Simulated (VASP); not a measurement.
Write the native input for VASP 6.6.1 that does the following.

| Item | Value |
| --- | --- |
| Task | relaxation of shape and atoms at fixed volume |
| Functional | r2SCAN |
| Potentials or basis | VASP PAW PBE potentials, release 64 (Zn) |
| Cutoff | 600 eV |
| k mesh | 18 × 18 × 8 |
| Occupations | methfessel-paxton, width 0.1 eV |
| Spin | no spin polarisation |
| Further INCAR settings | ALGO = Normal; EDIFF = 1e-07; IBRION = 2; EDIFFG = -0.01; NSW = 40; ISIF = 4 |

The structure of Zn lies in POSCAR:

```
Zn                                      
1.0
    2.5417274792      0.0000000000      0.0000000000
   -1.2708637396      2.2012005665      0.0000000000
    0.0000000000      0.0000000000      4.9258731932
  Zn            
     2
Direct
     0.3333333332999970    0.6666666667000030    0.2500000000000000
     0.6666666667000030    0.3333333332999970    0.7500000000000000
```

The cell isn't the ideal one: a relaxed cell with its volume scaled by 0.94.

These files were run (other wordings do the same):

INCAR

```
SYSTEM = Zn
  PREC = Accurate
  ENCUT = 600
  EDIFF = 1E-7
  ISMEAR = 1
  SIGMA = 0.1
  LREAL = .FALSE.
  LASPH = .TRUE.
  NELM = 80
  ALGO = Normal
  ISIF = 4
  LWAVE = .FALSE.
  LCHARG = .FALSE.
  METAGGA = R2SCAN
  LMIXTAU = .TRUE.
  IBRION = 2
  NSW = 40
  EDIFFG = -0.01
```

KPOINTS

```
regular mesh
0
G
  18 18 8
  0 0 0
```

Potentials or basis: VASP PAW PBE potentials, release 64 (Zn).

Command:

```console
$ cat potpaw_PBE.64/Zn/POTCAR > POTCAR
$ mpirun -np 1 vasp_std > vasp.out
```

Results of the run:

```json
{
 "Energy gained by relaxing": "7.4 meV/atom",
 "Ionic steps": "6",
 "Pressure after relaxing": "4.4 GPa",
 "Band gap on the k mesh": "none (metal or under the smearing width)"
}
```

Caveat: the PAW data sets were made with another functional, which shifts forces and pressure a little.

Run time: 16 min on 1 thread of AMD EPYC 9R45 96-Core Processor (Zen 5), with other jobs on the host, peak memory 0.19 GiB.
